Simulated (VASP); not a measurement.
For cubic SiC (zinc blende), LDA (Ceperley-Alder, Perdew-Zunger), VASP's LDA PAW potentials (set 64) run with VASP gives ε∞ = 6.94, a static ε₀ = 10.28 and a transverse optical mode at 796 cm⁻¹.

Problem. Estimate the longitudinal optical frequency at Γ.

Solution. By the Lyddane-Sachs-Teller relation, ω_LO = ω_TO √(ε₀/ε∞) = 796 × √(10.28/6.94) = 969 cm⁻¹.

Measured: ε∞ 6.52 (computed value off by +6.4 %), as given by Jonathan H. Skone et al., Physical Review B (2014), arXiv:1501.03184.

The compound is SiC in the zinc blende structure. It was relaxed first.
